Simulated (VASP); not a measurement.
Given:

```xyz
2
Lattice="0.0000 1.8125 1.8125 1.8125 0.0000 1.8125 1.8125 1.8125 0.0000" Properties=species:S:1:pos:R:3 pbc="T T T"
B      0.0000     0.0000     0.0000
N      0.9063     0.9063     0.9063
```

Method: TPSS meta-GGA, VASP's PBE PAW potentials (set 64) (plane waves; VASP 6.6.1). Run with 520 eV cut-off, 14×14×14 Γ-centred mesh, tetrahedra with Blöchl corrections, potentials B N.

Problem. Give the energies of bands 2 to 7 at the high-symmetry points, in eV from the valence-band maximum.

Solution. 
| band | Γ | X | U | L | W |
|---|---|---|---|---|---|
| 2 | 0.00 | -9.00 | -8.20 | -10.77 | -7.65 |
| 3 | 0.00 | -4.89 | -7.69 | -1.92 | -6.99 |
| 4 | 0.00 | -4.89 | -4.06 | -1.92 | -6.51 |
| 5 | 9.21 | 4.45 | 6.97 | 10.26 | 9.64 |
| 6 | 9.21 | 9.39 | 13.09 | 11.06 | 13.62 |
| 7 | 9.21 | 18.37 | 16.24 | 11.06 | 14.72 |

The gap is indirect, 4.45 eV, from the valence maximum at Γ to the conduction minimum at X.

Measured: gap 6.20 eV at 300 K (computed value off by -1.75 eV), as given by arXiv:1206.3780.

The compound is BN in the zinc blende structure. It was relaxed first.
